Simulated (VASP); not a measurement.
# BeB (P-6m2) in VASP: equation of state

Aim: energy against volume of BeB in PBE, for its equilibrium volume and stiffness.

Program: VASP 6.6.1. These are calculated values, not measurements. Logs are shortened: lines on timing, memory, paths and dates and some standing lists are left out, and cuts for length are marked.

## (1) The crystal as given

The structure is hexagonal, space group P-6m2 (No. 187). Conventional cell: a = 3.118 Å, b = 3.118 Å, c = 1.828 Å, α = 90.00°, β = 90.00°, γ = 120.00°. Be (site symmetry -6m2) has 2 Be at 1.83 Å and 6 B at 2.02 Å as nearest neighbours. B (site symmetry -6m2) is surrounded by 2 B at 1.83 Å and 6 Be at 2.02 Å.

The cell was built by a generator and needn't be a form met in nature.

## (2) Equation of state, PBE, 7.23 Å³/atom (volume scaled by 0.94)

Contents of INCAR:

```
SYSTEM = BeB
PREC     = Accurate       ! precision mode
ENCUT    = 520            ! plane-wave cutoff, eV
EDIFF    = 1E-7           ! SCF threshold, eV
ISMEAR   = -1             ! smearing method
SIGMA    = 0.05           ! smearing width, eV
LREAL    = .FALSE.        ! projectors in reciprocal space
LASPH    = .TRUE.         ! aspherical terms in the spheres
NELM     = 100            ! most SCF steps
ALGO     = Normal         ! electronic algorithm
ISIF     = 2              ! what is computed and relaxed
LWAVE    = .FALSE.        ! write WAVECAR
LCHARG   = .FALSE.        ! write CHGCAR
GGA      = PE             ! functional
NBANDS   = 10             ! bands
```

Contents of KPOINTS:

```
Automatic mesh
0
G
  10 10 14
  0 0 0
```

Contents of POSCAR:

```
BeB
1.0
    3.0547805049      0.0000000000      0.0000000000
   -1.5273902524      2.6455192245      0.0000000000
    0.0000000000      0.0000000000      1.7904776936
Be B
1 1
Direct
    0.0000000000      0.0000000000      0.5000000000
    0.3333300000      0.6666700000      0.0000000000
```

Potentials or basis: VASP PAW PBE potentials, release 64 (Be, B).

The run is started by

```sh
cat potpaw_PBE.64/Be/POTCAR potpaw_PBE.64/B/POTCAR > POTCAR
mpirun -np 1 vasp_std > vasp.out
```

OUTCAR:

```text
SYSTEM = BeB
   PREC = Accurate
   ENCUT = 520
   EDIFF = 1E-7
   ISMEAR = -1
   LREAL = .FALSE.
   LASPH = .TRUE.
   NELM = 100
   ISIF = 2
   GGA = PE

 Found    248 irreducible k-points:

 Following reciprocal coordinates:
            Coordinates               Weight
  0.000000  0.000000  0.000000      1.000000
  0.100000  0.000000  0.000000      4.000000
 -0.100000  0.100000  0.000000      2.000000
  0.200000  0.000000  0.000000      4.000000
 -0.200000  0.200000  0.000000      2.000000
  0.300000 -0.000000  0.000000      4.000000
   k-points           NKPTS =    248   k-points in BZ     NKDIM =    248   number of bands    NBANDS=     10
   number of dos      NEDOS =    301   number of ions     NIONS =      2
   total plane-waves  NPLWV =   8064
   dimension x,y,z NGX =    24 NGY =   24 NGZ =   14
   dimension x,y,z NGXF=    48 NGYF=   48 NGZF=   28
   ions per type =               1   1
   NGX,Y,Z   is equivalent  to a cutoff of  13.06, 13.06, 13.00 a.u.
   NGXF,Y,Z  is equivalent  to a cutoff of  26.12, 26.12, 26.00 a.u.
 SYSTEM =  BeB
   PREC   = accura    normal or accurate (medium, high low for compatibility)
   ISTART =      0    job   : 0-new  1-cont  2-samecut
   ICHARG =      2    charge: 1-file 2-atom 10-const
   ISPIN  =      1    spin polarized calculation?
   LNONCOLLINEAR =      F non collinear calculations
   LSORBIT =      F    spin-orbit coupling
   LASPH  =      T    aspherical Exc in radial PAW
   ENCUT  =  520.0 eV  38.22 Ry    6.18 a.u.   5.68  5.68  3.33*2*pi/ulx,y,z
   NELM   =    100;   NELMIN=  2; NELMDL= -5     # of ELM steps
   EDIFF  = 0.1E-06   stopping-criterion for ELM
   LREAL  =      F    real-space projection
   EDIFFG = 0.1E-05   stopping-criterion for IOM
   NSW    =      0    number of steps for IOM
   IBRION =     -1    ionic relax: 0-MD 1-quasi-New 2-CG
   NFREE  =      0    steps in history (QN), initial steepest desc. (CG)
   ISIF   =      2    stress and relaxation
   ISYM   =      2    0-nonsym 1-usesym 2-fastsym
   POTIM  = 0.5000    time-step for ionic-motion
   TEBEG  =    0.0;   TEEND  =   0.0 temperature during run
   PSTRESS=    0.0 pullay stress
   NELECT =       5.0000    total number of electrons
   NUPDOWN=      -1.0000    fix difference up-down
   EMIN   =  10.00;   EMAX   =-10.00  energy-range for DOS
   EFERMI =   0.00;   METHOD = LEGACY
   ISMEAR =    -1;   SIGMA  =   0.05  broadening in eV -4-tet -1-fermi 0-gaus
   EFERMI_NEDOS =   21; number of points for ismear=-14 and -15
   IALGO  =     38    algorithm
   IMIX   =      4    mixing-type and parameters
     AMIX     =   0.40;   BMIX     =  1.00
     AMIX_MAG =   1.60;   BMIX_MAG =  1.00
  volume/ion in A,a.u.               =       7.23        48.82
  Fermi-wavevector in a.u.,A,eV,Ry     =   1.148801  2.170919 17.956210  1.319744
  Thomas-Fermi vector in A             =   2.285474
   LORBIT       =      0    0 simple, 1 ext, 2 COOP (PROOUT), +10 PAW based schemes
   GGA     = PE    functional components
   LHFCALC =     F    Hartree Fock is set to
   AEXX    =    0.0000 exact exchange contribution
   IVDW    =     0    specifies the selected vdW correction
   LEPSILON=     F    determine dielectric tensor
   LRPA    =     F    only Hartree local field effects (RPA)
 non-spin polarized calculation
  energy-cutoff  :      520.00
  volume of cell :       14.47
 maximum number of plane-waves:       406
   NGX = 11   NGY = 11   NGZ =  7

 number of electron       5.0000000 magnetization

 Free energy of the ion-electron system (eV)
  ---------------------------------------------------
  ext. energy  EPLUGINS =         0.00000000
  ---------------------------------------------------
  free energy    TOTEN  =       -10.09316077 eV

  energy without entropy =      -10.09097913  energy(sigma->0) =      -10.09206995

 E-fermi :   5.9680     XC(G=0): -11.2275

 val. band max:        5.9240123871   @ k =   0.1000   0.0000   0.3571
 cond. band min:       6.0189596517   @ k =  -0.1000   0.2000   0.2857
 fundamental gap:      0.0949472645
 Fermi energy:         5.9679783140

 k-point     1 :       0.0000    0.0000    0.0000
  band No.  band energies     occupation
      1      -6.9988      2.00000
      2       5.5238      1.99972
      3       5.5240      1.99972
      4      12.4941      0.00000
      5      12.4943      0.00000
      6      14.3424      0.00000
      7      20.5342      0.00000
      8      24.6072      0.00000
      9      35.6788      0.00000
     10      39.3589      0.00000

 k-point     2 :       0.1000    0.0000    0.0000
  band No.  band energies     occupation
      1      -6.8485      2.00000
      2       4.7235      2.00000
      3       5.1559      2.00000
      4      12.3361      0.00000
      5      13.2401      0.00000
      6      15.0795      0.00000
      7      21.3272      0.00000
      8      24.6906      0.00000
      9      35.4757      0.00000
     10      38.5479      0.00000

 k-point     3 :      -0.1000    0.1000    0.0000
  band No.  band energies     occupation
      1      -6.8485      2.00000
      2       4.7234      2.00000
      3       5.1560      2.00000
      4      12.3362      0.00000
      5      13.2399      0.00000
      6      15.0796      0.00000
      7      21.3272      0.00000
      8      24.6906      0.00000
      9      35.4757      0.00000
     10      38.5465      0.00000

 k-point     4 :       0.2000    0.0000    0.0000
  band No.  band energies     occupation
      1      -6.4026      2.00000
      2       2.9686      2.00000
      3       4.3955      2.00000
      4      11.9005      0.00000
      5      15.1184      0.00000
      6      16.8620      0.00000
      7      23.3290      0.00000
      8      24.9205      0.00000
      9      34.9463      0.00000
     10      36.6742      0.00000

 k-point     5 :      -0.2000    0.2000    0.0000
  band No.  band energies     occupation
      1      -6.4026      2.00000
      2       2.9686      2.00000
      3       4.3956      2.00000
      4      11.9005      0.00000
      5      15.1183      0.00000
      6      16.8620      0.00000
      7      23.3290      0.00000
      8      24.9205      0.00000
      9      34.9463      0.00000
     10      36.6461      0.00000

 k-point     6 :       0.3000   -0.0000    0.0000
  band No.  band energies     occupation
      1      -5.6850      2.00000
      2       1.0355      2.00000
      3       3.6790      2.00000
      4      11.4555      0.00000
      5      17.6264      0.00000
      6      19.0544      0.00000
      7      25.2323      0.00000
      8      25.5387      0.00000
      9      33.6321      0.00000
     10      34.2877      0.00000

 [... further k-points ...]

------------------------ aborting loop because EDIFF is reached ----------------------------------------

  FORCE on cell =-STRESS in cart. coord.  units (eV):
  Direction    XX          YY          ZZ          XY          YZ          ZX
  --------------------------------------------------------------------------------------
  -------------------------------------------------------------------------------------
  Total        0.8329560      0.8328446      1.4957111     -0.0000974      0.0000000      0.0000000
  in kB       92.2301200     92.2177858    165.6145362     -0.0107846      0.0000000      0.0000000
  external PRESSURE =     116.6874806 kB  Pullay stress =       0.0000000 kB

 VOLUME and BASIS-vectors are now :
 -----------------------------------------------------------------------------
  energy-cutoff  :      520.00
  volume of cell :       14.47
      direct lattice vectors                 reciprocal lattice vectors
     3.054780505  0.000000000  0.000000000     0.327355762  0.188998816  0.000000000
    -1.527390252  2.645519225  0.000000000     0.000000000  0.377997631  0.000000000
     0.000000000  0.000000000  1.790477694     0.000000000  0.000000000  0.558510169

 POSITION                                       TOTAL-FORCE (eV/Angst)
 -----------------------------------------------------------------------------------
      0.00000      0.00000      0.89524        -0.000117      0.000068      0.000000
     -0.00002      1.76369      0.00000         0.000117     -0.000068      0.000000
 -----------------------------------------------------------------------------------
    total drift:                               -0.000002     -0.000004      0.000000

  FREE ENERGIE OF THE ION-ELECTRON SYSTEM (eV)
  ---------------------------------------------------
  free  energy   TOTEN  =       -10.0931607695 eV

  energy  without entropy=      -10.0909791259  energy(sigma->0) =      -10.09206995
```

It took 29 s on 1 thread of AMD EPYC 7R43 (Zen 3), shared host; peak memory 0.11 GiB.

What came out:

```yaml
Free_energy: -10.0932 eV
Pressure: 11.7 GPa
Band_gap_on_the_k_mesh: none (metal or under the smearing width)
```

## (3) Equation of state, PBE, 7.39 Å³/atom (volume scaled by 0.96)

Contents of INCAR:

```
SYSTEM = BeB
PREC     = Accurate       ! precision mode
ENCUT    = 520            ! plane-wave cutoff, eV
EDIFF    = 1E-7           ! SCF threshold, eV
ISMEAR   = -1             ! smearing method
SIGMA    = 0.05           ! smearing width, eV
LREAL    = .False.        ! projectors in reciprocal space
LASPH    = .True.         ! aspherical terms in the spheres
NELM     = 80             ! most SCF steps
ALGO     = Normal         ! electronic algorithm
ISIF     = 2              ! what is computed and relaxed
LWAVE    = .False.        ! write WAVECAR
LCHARG   = .False.        ! write CHGCAR
GGA      = PE             ! functional
NBANDS   = 10             ! bands
```

Contents of KPOINTS:

```
Automatic mesh
0
Gamma
  10 10 14
  0 0 0
```

Contents of POSCAR:

```
BeB
1.0
    3.0762937524      0.0000000000      0.0000000000
   -1.5381468762      2.6641502554      0.0000000000
    0.0000000000      0.0000000000      1.8030871069
Be B
1 1
Direct
    0.0000000000      0.0000000000      0.5000000000
    0.3333300000      0.6666700000      0.0000000000
```

Potentials or basis: VASP PAW PBE potentials, release 64 (Be, B).

The run is started by

```sh
cat potpaw_PBE.64/Be/POTCAR potpaw_PBE.64/B/POTCAR > POTCAR
mpirun -np 1 vasp_std > vasp.out
```

Run time: 30 s. Hardware: 1 thread of AMD EPYC 7R43 (Zen 3), shared host; peak memory 0.11 GiB.

It converged, with:

```yaml
Free_energy: -10.1116 eV
Pressure: 7.5 GPa
Band_gap_on_the_k_mesh: none (metal or under the smearing width)
```

## (4) Equation of state, PBE, 7.54 Å³/atom (volume scaled by 0.98)

Contents of INCAR:

```
SYSTEM = BeB
PREC = Accurate ; ENCUT = 520
EDIFF = 1E-7 ; ISMEAR = -1
SIGMA = 0.05 ; LREAL = .False.
LASPH = .True. ; NELM = 60
ALGO = Normal ; ISIF = 2
LWAVE = .False. ; LCHARG = .False.
GGA = PE ; NBANDS = 10
```

KPOINTS is that of step 3.

Contents of POSCAR:

```
BeB
1.0
    3.0975102419      0.0000000000      0.0000000000
   -1.5487551209      2.6825242861      0.0000000000
    0.0000000000      0.0000000000      1.8155225834
Be B
1 1
Direct
    0.0000000000      0.0000000000      0.5000000000
    0.3333300000      0.6666700000      0.0000000000
```

The run is started by

```sh
cat potpaw_PBE.64/Be/POTCAR potpaw_PBE.64/B/POTCAR > POTCAR
mpirun -np 1 vasp_std > vasp.out
```

Run time: 31 s. Hardware: 1 thread of AMD EPYC 7R43 (Zen 3), shared host; peak memory 0.11 GiB.

The run converged. Its results:

```yaml
Free_energy: -10.1224 eV
Pressure: 3.7 GPa
Band_gap_on_the_k_mesh: none (metal or under the smearing width)
```

## (5) Equation of state, PBE, 7.85 Å³/atom (volume scaled by 1.02)

Edit INCAR of step 4 so:

```diff
@@ -4,3 +4,3 @@
 SIGMA = 0.05 ; LREAL = .False.
-LASPH = .True. ; NELM = 60
+LASPH = .True. ; NELM = 100
 ALGO = Normal ; ISIF = 2
```

Contents of KPOINTS:

```
regular mesh
0
Gamma
  10 10 14
  0 0 0
```

Contents of POSCAR:

```
BeB
1.0
    3.1390925224      0.0000000000      0.0000000000
   -1.5695462612      2.7185356206      0.0000000000
    0.0000000000      0.0000000000      1.8398949223
Be B
1 1
Direct
    0.0000000000      0.0000000000      0.5000000000
    0.3333300000      0.6666700000      0.0000000000
```

The run is started by

```sh
cat potpaw_PBE.64/Be/POTCAR potpaw_PBE.64/B/POTCAR > POTCAR
mpirun -np 1 vasp_std > vasp.out
```

It took 28 s on 1 thread of AMD EPYC 7R43 (Zen 3), shared host; peak memory 0.11 GiB.

Results (log left out):

| Quantity | Value |
| --- | --- |
| Free energy | -10.1233 eV |
| Pressure | -3.0 GPa |
| Band gap on the k mesh | none (metal or under the smearing width) |

## (6) Equation of state, PBE, 8.00 Å³/atom (volume scaled by 1.04)

Contents of INCAR:

```
SYSTEM = BeB
PREC     = Accurate       ! precision mode
ENCUT    = 520            ! plane-wave cutoff, eV
EDIFF    = 1E-7           ! SCF threshold, eV
ISMEAR   = -1             ! smearing method
SIGMA    = 0.05           ! smearing width, eV
LREAL    = .FALSE.        ! projectors in reciprocal space
LASPH    = .TRUE.         ! aspherical terms in the spheres
NELM     = 100            ! most SCF steps
ALGO     = Normal         ! electronic algorithm
ISIF     = 2              ! what is computed and relaxed
LWAVE    = .FALSE.        ! write WAVECAR
LCHARG   = .FALSE.        ! write CHGCAR
GGA      = PE             ! functional
NBANDS   = 10             ! bands
```

Contents of KPOINTS:

```
Automatic mesh
0
G
  10 10 14
  0 0 0
```

Contents of POSCAR:

```
BeB
1.0
    3.1594768112      0.0000000000      0.0000000000
   -1.5797384056      2.7361889439      0.0000000000
    0.0000000000      0.0000000000      1.8518426267
Be B
1 1
Direct
    0.0000000000      0.0000000000      0.5000000000
    0.3333300000      0.6666700000      0.0000000000
```

Potentials or basis: VASP PAW PBE potentials, release 64 (Be, B).

The run is started by

```sh
cat potpaw_PBE.64/Be/POTCAR potpaw_PBE.64/B/POTCAR > POTCAR
mpirun -np 1 vasp_std > vasp.out
```

OUTCAR:

```text
SYSTEM = BeB
   PREC = Accurate
   ENCUT = 520
   EDIFF = 1E-7
   ISMEAR = -1
   LREAL = .FALSE.
   LASPH = .TRUE.
   NELM = 100
   ISIF = 2
   GGA = PE

 Found    248 irreducible k-points:

 Following reciprocal coordinates:
            Coordinates               Weight
  0.000000  0.000000  0.000000      1.000000
  0.100000  0.000000  0.000000      4.000000
 -0.100000  0.100000  0.000000      2.000000
  0.200000  0.000000  0.000000      4.000000
 -0.200000  0.200000  0.000000      2.000000
[... 155 lines left out ...]

  FORCE on cell =-STRESS in cart. coord.  units (eV):
  Direction    XX          YY          ZZ          XY          YZ          ZX
  --------------------------------------------------------------------------------------
  -------------------------------------------------------------------------------------
  Total       -0.4967066     -0.4967866     -0.7955442     -0.0000688      0.0000000      0.0000000
  in kB      -49.7101577    -49.7181683    -79.6176863     -0.0068819      0.0000000      0.0000000
  external PRESSURE =     -59.6820041 kB  Pullay stress =       0.0000000 kB

 VOLUME and BASIS-vectors are now :
 -----------------------------------------------------------------------------
  energy-cutoff  :      520.00
  volume of cell :       16.01
      direct lattice vectors                 reciprocal lattice vectors
     3.159476811  0.000000000  0.000000000     0.316508099  0.182735919  0.000000000
    -1.579738406  2.736188944  0.000000000     0.000000000  0.365471837  0.000000000
     0.000000000  0.000000000  1.851842627     0.000000000  0.000000000  0.540002690

 POSITION                                       TOTAL-FORCE (eV/Angst)
 -----------------------------------------------------------------------------------
      0.00000      0.00000      0.92592        -0.000085      0.000049      0.000000
     -0.00002      1.82414      0.00000         0.000085     -0.000049      0.000000
 -----------------------------------------------------------------------------------
    total drift:                               -0.000002     -0.000004      0.000000

  FREE ENERGIE OF THE ION-ELECTRON SYSTEM (eV)
  ---------------------------------------------------
  free  energy   TOTEN  =       -10.1147369562 eV

  energy  without entropy=      -10.1121246180  energy(sigma->0) =      -10.11343079
```

Wall time 32 s (1 thread of AMD EPYC 7R43 (Zen 3), shared host); peak memory 0.11 GiB.

Results:

```yaml
Free_energy: -10.1147 eV
Pressure: -6.0 GPa
Band_gap_on_the_k_mesh: none (metal or under the smearing width)
```

## (7) Equation of state, PBE, 8.16 Å³/atom (volume scaled by 1.06)

Contents of INCAR:

```
  PREC = Accurate
  ENCUT = 520
  EDIFF = 1E-7
  ISMEAR = -1
  SIGMA = 0.05
  LREAL = F
  LASPH = T
  NELM = 80
  ALGO = Normal
  ISIF = 2
  LWAVE = F
  LCHARG = F
  GGA = PE
  NBANDS = 10
```

Contents of KPOINTS:

```
regular mesh
0
Gamma
  10 10 14
```

Contents of POSCAR:

```
BeB
1.0
    3.1796014100      0.0000000000      0.0000000000
   -1.5898007050      2.7536173689      0.0000000000
    0.0000000000      0.0000000000      1.8636381207
Be B
1 1
Direct
    0.0000000000      0.0000000000      0.5000000000
    0.3333300000      0.6666700000      0.0000000000
```

The run is started by

```sh
cat potpaw_PBE.64/Be/POTCAR potpaw_PBE.64/B/POTCAR > POTCAR
mpirun -np 1 vasp_std > vasp.out
```

Run time: 28 s. Hardware: 1 thread of AMD EPYC 7R43 (Zen 3), shared host; peak memory 0.11 GiB.

The run converged. Its results:

```
Free energy            : -10.1008 eV
Pressure               : -8.6 GPa
Band gap on the k mesh : none (metal or under the smearing width)
```

## (8) Equation of state, PBE

Potentials or basis: VASP PAW PBE potentials, release 64 (Be, B).

This step only gathers the single runs of the series.

What came out:

| Property | Result |
| --- | --- |
| Equilibrium volume | 7.71 Å³/atom |
| Bulk modulus at fixed shape and positions | 167 GPa |
| Pressure derivative of the bulk modulus | 3.5 |

Energy against volume, from the lowest point:
```csv
volume (Å³/atom),energy (meV/atom)
7.235,16.45
7.389,7.23
7.543,1.85
7.697,0.00
7.851,1.36
8.005,5.66
8.158,12.65
```

Caveat: the cell was scaled at fixed shape and fractional positions, which overstates the stiffness of a crystal with free parameters, most of all of layers and chains.
